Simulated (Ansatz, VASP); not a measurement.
# Cross-check of BiAs between VASP and Ansatz, part 3 of 3

Wanted: the spread between two codes on one cell, functional and k mesh. The cell is invented: As first built, before any earlier steps moved the atoms (in the runner's words): it takes the AlAs structure with some of its atoms replaced by other elements, volume scaled by an estimate. It may not be a known or stable phase. The cell is taken from a series of VASP runs on this material, whose earlier steps may have relaxed, scaled or displaced it; both programs get it as it stands. Valence electrons are named where the data sets of a main pair hold unlike numbers.

VASP 6.6.1 and Ansatz 0.2.0.

So far. Step 4 (Differences): The forces differ by 6.2 meV/Å r.m.s., which is 3.4 % of the r.m.s. force of 0.181 eV/Å (both taken over all components). Among the levels compared at these points, filled levels agree within 43 meV and empty ones within 68 meV.

**6. VASP: band structure, HSEsol**

Level of this step: HSEsol; plane waves and PAW (Bi_d, As); invented cell (VASP).

The same cell, functional, mesh and smearing now go to VASP, with its own data sets.

The run reads the wave functions of an earlier VASP run, which isn't shown here.

Input file INCAR:

```
SYSTEM = BiAs
PREC = Accurate
ENCUT = 400
EDIFF = 1E-06
NELM = 100
ISMEAR = 0
SIGMA = 0.02
LREAL = .FALSE.
ALGO = Normal
LHFCALC = .TRUE.
AEXX = 0.25
GGA = PS
HFSCREEN = 0.2
LASPH = .TRUE.
NBANDS = 26
PRECFOCK = Fast
LORBIT = 11
LWAVE = .FALSE.
LCHARG = .FALSE.
KPAR = 2
```

Input file POSCAR:

```
BiAs
1.0
    5.0716037739     -0.0000000910      0.0000000000
   -2.5358025406      4.3921383167      0.0000000000
    0.0000000000      0.0000000000      6.3422180812
Bi As
2 2
Direct
    0.3333333300      0.6666666700      0.9681709195
    0.6666666700      0.3333333300      0.4681709195
    0.3333333300      0.6666666700      0.4078290805
    0.6666666700      0.3333333300      0.9078290805
```

Input file KPOINTS:

```
Automatic mesh
0
Gamma
3 3 2
0 0 0
```

Input file KPOINTS_OPT:

```
Line mode
6
Line-mode
Reciprocal
  0.00000000   0.00000000   0.00000000 GAMMA
  0.50000000   0.00000000   0.00000000 M

  0.50000000   0.00000000   0.00000000 M
  0.33333333   0.33333333   0.00000000 K

  0.33333333   0.33333333   0.00000000 K
  0.00000000   0.00000000   0.00000000 GAMMA

  0.00000000   0.00000000   0.00000000 GAMMA
  0.00000000   0.00000000   0.50000000 A

  0.00000000   0.00000000   0.50000000 A
  0.50000000   0.00000000   0.50000000 L

  0.50000000   0.00000000   0.50000000 L
  0.33333333   0.33333333   0.50000000 H

  0.33333333   0.33333333   0.50000000 H
  0.00000000   0.00000000   0.50000000 A

  0.50000000   0.00000000   0.50000000 L
  0.50000000   0.00000000   0.00000000 M

  0.33333333   0.33333333   0.00000000 K
  0.33333333   0.33333333   0.50000000 H
```

PAW data sets: Bi_d and As (PBE family, release 64).

Command:

```sh
$ mpirun -np 4 vasp_std
```

Numbers of over 12 decimals in the logs are rounded to 6 here.

The log of the run:

```text
[banner, memory and clock lines left out]
running    4 mpi-ranks, on    1 nodes
[...]
|                                                                             |
|               ----> ADVICE to this user running VASP <----                  |
|                                                                             |
|     You enforced a specific xc type in the INCAR file but a different       |
|     [... a line on the potential file left out ...]
|     I HOPE YOU KNOW WHAT YOU ARE DOING!                                     |
|                                                                             |

 LDA part: xc-table for (Slater+PW92), standard interpolation
 found WAVECAR, reading the header
 POSCAR, INCAR and KPOINTS ok, starting setup
[...]
reading WAVECAR
 the WAVECAR file was read successfully
 initial charge from wavefunction
 entering main loop
       N       E                     dE             d eps       ncg     rms          rms(c)
[...]
1 F= -.20710187E+02 E0= -.20710187E+02  d E =-.294173E-37
 Start KPOINTS_OPT (optional k-point list driver)
k-point batch [1-6\54]
       N       E                     dE             ncg
DAV:   1    -0.288673231091E+03   -0.28334E+04      320
DAV:   2    -0.261894155535E+04   -0.23303E+04      326
DAV:   3    -0.287670128314E+04   -0.25776E+03      370
DAV:   4    -0.289045846386E+04   -0.13757E+02      388
DAV:   5    -0.289088475797E+04   -0.42629E+00      426
DAV:   6    -0.289089608019E+04   -0.11322E-01      428
DAV:   7    -0.289089626558E+04   -0.18539E-03      426
DAV:   8    -0.289089626906E+04   -0.34844E-05      384
DAV:   9    -0.289089626920E+04   -0.13344E-06      280
[...]
k-point batch [49-54\54]
       N       E                     dE             ncg
DAV:   1    -0.318090082777E+03   -0.60339E+04      320
DAV:   2    -0.261911680576E+04   -0.23010E+04      354
DAV:   3    -0.286068069671E+04   -0.24156E+03      380
DAV:   4    -0.287315441966E+04   -0.12474E+02      338
DAV:   5    -0.287362394099E+04   -0.46952E+00      426
DAV:   6    -0.287363757663E+04   -0.13636E-01      442
DAV:   7    -0.287363785413E+04   -0.27750E-03      432
DAV:   8    -0.287363785879E+04   -0.46622E-05      344
DAV:   9    -0.287363785897E+04   -0.18100E-06      276
```

From OUTCAR (step 6):

```text
 POSITION                                       TOTAL-FORCE (eV/Angst)
 -----------------------------------------------------------------------------------
     -0.00000      2.92809      6.14035         0.000000      0.000000      0.322830
      2.53580      1.46405      2.96924        -0.000000     -0.000000      0.322830
     -0.00000      2.92809      2.58654         0.000000      0.000000     -0.322830
      2.53580      1.46405      5.75765        -0.000000      0.000000     -0.322830
 -----------------------------------------------------------------------------------
    total drift:                                0.000014     -0.000008     -0.000291

  FREE ENERGIE OF THE ION-ELECTRON SYSTEM (eV)
  ---------------------------------------------------
  free  energy   TOTEN  =       -20.7101868960 eV

  energy  without entropy=      -20.7101868960  energy(sigma->0) =      -20.71018690

[... 2 parts as in an earlier step ...]

[... 1 further part left out ...]
[key lines of the parts left out:]
E-fermi :   3.7187
```

The k-mesh is coarse for exact exchange; levels may shift by about 0.1 eV on a finer one. The PAW data sets were made with PBE, which is usual practice but a small mismatch for other functionals.

**7. Differences**

What differs besides the data sets and the points named for the pairs above, as far as they apply: the data sets hold 60 valence electrons in Ansatz (on its default PAW (the set named soft_2) files) and 40 in VASP. Total energies have different zeros and are not compared.

Compared:

```
                     quantity  Ansatz   VASP  difference
gap over the path points (eV)   0.255  0.268      -0.014
```

Forces (eV/Å; atoms numbered as in POSCAR):

```
atom        Ansatz x, y, z          VASP x, y, z
 Bi1   0.000, 0.000, 0.327   0.000, 0.000, 0.323
 Bi2   0.000, 0.000, 0.327   0.000, 0.000, 0.323
 As3  0.000, 0.000, -0.328  0.000, 0.000, -0.323
 As4  0.000, 0.000, -0.328  0.000, 0.000, -0.323
```

Levels at points of the path, from each program's valence-band top (eV; 4 filled, then empty):

```
k (reciprocal lattice)                                  Ansatz                                    VASP
     0.000 0.000 0.000  -3.98 -2.16 -2.09 -2.09 0.30 0.30 2.59  -3.96 -2.16 -2.08 -2.08 0.32 0.32 2.60
     0.400 0.000 0.000  -3.65 -2.80 -2.78 -0.99 1.50 2.35 3.33  -3.64 -2.79 -2.77 -0.98 1.51 2.36 3.33
     0.400 0.200 0.000   -4.08 -3.34 -1.57 0.00 1.08 2.46 2.62   -4.07 -3.33 -1.56 0.00 1.10 2.47 2.62
     0.200 0.200 0.000  -3.40 -3.00 -2.19 -0.56 0.46 2.23 2.51  -3.38 -2.98 -2.18 -0.56 0.48 2.24 2.51
     0.067 0.067 0.000  -3.65 -2.35 -2.22 -1.85 0.26 0.60 2.54  -3.63 -2.35 -2.21 -1.84 0.27 0.61 2.55
     0.000 0.000 0.100  -3.94 -2.16 -2.16 -2.01 0.35 0.35 2.50  -3.93 -2.15 -2.15 -2.01 0.36 0.36 2.51
     0.000 0.000 0.500  -3.20 -3.20 -2.51 -2.51 1.25 1.25 1.25  -3.19 -3.19 -2.50 -2.50 1.27 1.27 1.27
     0.400 0.000 0.500  -2.81 -2.81 -1.66 -1.66 0.80 0.80 2.58  -2.81 -2.81 -1.65 -1.65 0.81 0.81 2.58
     0.400 0.200 0.500  -2.29 -2.29 -0.95 -0.95 0.66 0.66 1.95  -2.29 -2.29 -0.94 -0.94 0.68 0.68 1.96
     0.200 0.200 0.500  -2.61 -2.61 -1.27 -1.27 0.65 0.65 1.74  -2.60 -2.60 -1.26 -1.26 0.66 0.66 1.75
```

The forces differ by 2.7 meV/Å r.m.s., which is 1.4 % of the r.m.s. force of 0.186 eV/Å (both taken over all components). Among the levels compared at these points, filled levels agree within 16 meV and empty ones within 16 meV.

**8. What came out**

- largest difference of a filled level at the path points (band structure, PBE0): 43 meV
- r.m.s. force difference (band structure, PBE0): 6.2 meV/Å
- largest difference of a filled level at the path points (band structure, HSEsol): 16 meV

**Reading.** The largest difference of a filled level at the path points is 43 meV (band structure, PBE0), within the 80 meV picked in this series as the mark of a large difference. The data sets hold unlike numbers of valence electrons (60 in Ansatz and 40 in VASP), so part of the differences comes from the potentials. How closely two codes agree says nothing of how well the functional describes the real material.

[Lines on the potential files, build, host, timing and source positions are cut from VASP's logs without a mark.]

[Logs are printed without paths, hosts, clocks, repeated set-up lines and the standing remarks that a program may print on its own settings, such as how far it seeks lower states.]

[Hosts, paths, dates, database ids (printed as entryN), source tags and the programs' standing remarks are cut or masked in the printed files.]
